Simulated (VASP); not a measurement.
# HfIn4SiO6: changing the functional

The cell as given:

Space group C2 (No. 5). a = 5.432 Å, b = 9.407 Å, c = 7.636 Å, α = 90.00°, β = 104.07°, γ = 90.00°
```
atom  site  symmetry       x       y       z
  Hf    2a         2  0.5000  0.7117  0.0000
  In    2b         2  0.5000  0.8783  0.5000
  In    2a         2  0.5000  0.0450  0.0000
  In    2b         2  0.5000  0.2159  0.5000
  In    2b         2  0.5000  0.5419  0.5000
  Si    2a         2  0.5000  0.3783  0.0000
   O    4c         1  0.0882  0.0260  0.8667
   O    4c         1  0.6664  0.8715  0.8666
   O    4c         1  0.3912  0.2376  0.1333
```

The cell comes from a database or a generator and needn't be the stable form of this composition.

Kept alike: task relaxation of cell and atoms; k mesh 6 × 6 × 4; occupations fermi-dirac, width 0.05 eV; no spin polarisation. Program: VASP, PBE PAW files Hf_pv, In_d, O, Si, 600 eV. The mesh is that of the run's cell of 12 atoms. No spin-orbit coupling.

| functional | volume (Å³/atom) | first edge of the run's cell (Å) | third edge of the run's cell (Å) |
| --- | --- | --- | --- |
| optB88-vdW | 15.447 | 5.421 | 7.512 |
| rev-vdW-DF2 | 15.273 | 5.405 | 7.473 |
| vdW-DF-cx | 15.022 | 5.380 | 7.419 |

For a metal such a mesh leaves the last digits unconverged. Relaxations stop with a little pressure left, so the last digits of a volume or edge aren't settled. All rows use potentials made for PBE.

Question: What does the functional change here?

Answer: The volume runs from 15.022 (vdW-DF-cx) to 15.447 Å³/atom (optB88-vdW). The first edge of the run's cell runs from 5.380 (vdW-DF-cx) to 5.421 Å (optB88-vdW). The third edge of the run's cell runs from 7.419 (vdW-DF-cx) to 7.512 Å (optB88-vdW).
